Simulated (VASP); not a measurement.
All values below come from vdW-DF2, VASP's PBE PAW potentials (set 64) (plane waves; VASP 6.6.1).

A VASP calculation is set up with these files.

File POSCAR:
```
Lu
1
    1.7759157201    -3.0759763478     0.0000000000
    1.7759157201     3.0759763478     0.0000000000
    0.0000000000     0.0000000000     5.5447285743
Lu
2
Direct
  0.3333330000   0.6666670000   0.2500000000
  0.6666670000   0.3333330000   0.7500000000
```

INCAR:
```
# general
SYSTEM    =  Lu
PREC      =  Accurate
ENCUT     =  520
LREAL     =  .False.
LASPH     =  .True.

# electronic loop
EDIFF     =  1E-7
NELM      =  100
ALGO      =  Normal   # blocked Davidson
LMAXMIX   =  6   # l cut-off of mixed one-centre charges

# smearing
ISMEAR    =  -5   # tetrahedra, Bloechl

# functional
GGA       =  ML
LUSE_VDW  =  .True.
AGGAC     =  0.0
ZAB_VDW   =  -1.8867

# ions
ISIF      =  2   # forces and stress, cell fixed

# output
LWAVE     =  .False.
LCHARG    =  .True.
LORBIT    =  11   # lm-projected
NEDOS     =  601
```

### KPOINTS
```
K-points
0
gamma
13 13 8
0 0 0
```

POTCAR, in this order: Lu_3 (PBE.64 set). Program: vasp_std.

For a metal the tetrahedron method with Blöchl corrections gives inexact stress and forces.

**Question.** Predict the energy per atom (σ→0), band gap (on the k-mesh).

**Answer.** 
The energy per atom (σ→0) is -1.310 eV/atom and the band gap (on the k-mesh) comes out as none (metal, semimetal or under 0.01 eV).

File OSZICAR:
```
...
DAV:   7    -0.261949780694E+01   -0.13447E-01   -0.89246E-02  4445   0.681E+00    0.530E-01
DAV:   8    -0.262013940575E+01   -0.64160E-03   -0.71154E-03  4597   0.164E+00    0.418E-01
DAV:   9    -0.262025297011E+01   -0.11356E-03   -0.27113E-04  5039   0.264E-01    0.256E-02
DAV:  10    -0.262025792605E+01   -0.49559E-05   -0.37887E-05  4695   0.931E-02    0.677E-02
DAV:  11    -0.262025962927E+01   -0.17032E-05   -0.56186E-06  4623   0.332E-02    0.287E-03
DAV:  12    -0.262026030683E+01   -0.67756E-06   -0.75379E-08  2695   0.720E-03    0.255E-03
DAV:  13    -0.262026038216E+01   -0.75326E-07   -0.25912E-08  2560   0.789E-03
   1 F= -.26202604E+01 E0= -.26202604E+01  d E =0.000000E+00
```

The compound is Lu in the hcp structure. It was relaxed first.
